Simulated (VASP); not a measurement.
An input for Ansatz (written as the equivalent of a VASP run, and not itself run):

Ansatz 0.2 input:
```yaml
crystal:
  lattice:
    - [2.8233482, 0.0000000, 0.0000000]
    - [0.0000000, 2.8233482, 0.0000000]
    - [0.0000000, 0.0000000, 4.0598173]
  atoms:
    - { symbol: Ti, position: [0.0000000, 0.0000000, 0.0000000] }
    - { symbol: Al, position: [0.5000000, 0.5000000, 0.5000000] }
kpoints:
  mp_grid: { grid: [12, 12, 8] }
hamiltonian:
  xc: pbe
  pseudopotentials: { kind: paw }
scf:
  occupations: { method: methfessel_paxton, width: 0.1 }
  max_iter: 100
output: { forces: true, stress: true, eigenvalues: true }
```

**Question.** Write the VASP files for the same calculation (PBE).

**Answer.** Several could match; the one computed here: 
**KPOINTS**
```
Automatic mesh
0
Gamma
 12 12 8
```

INCAR:
```
ALGO  =  Normal
EDIFF  =  1E-7
ENCUT  =  480
GGA  =  PE
ISIF  =  2
ISMEAR  =  1
LASPH  =  T
LCHARG  =  F
LMAXMIX  =  4
LREAL  =  F
LWAVE  =  F
NELM  =  100
PREC  =  Accurate
SIGMA  =  0.1
SYSTEM  =  TiAl
```

POSCAR:
```
TiAl
8.1196350
  0.3477186072   0.0000000000   0.0000000000
  0.0000000000   0.3477186072   0.0000000000
  0.0000000000   0.0000000000   0.4999999711
Ti Al
1 1
Cart
  0.0000000000   0.0000000000   0.0000000000
  0.1738593036   0.1738593036   0.2499999855
```

POTCAR, in this order: Ti_sv Al (PBE.64 set). Program: vasp_std.

The two are equivalent in intent, not identical: each code has its own PAW files, so the cut-off isn't converted (ENCUT is set for VASP's; basis.ecutwfc is left out, and Ansatz then takes the one that its files recommend); Ansatz stops its SCF on the density residual and VASP on the energy change (EDIFF).

The compound is TiAl in the L1_0 structure. It was relaxed first.
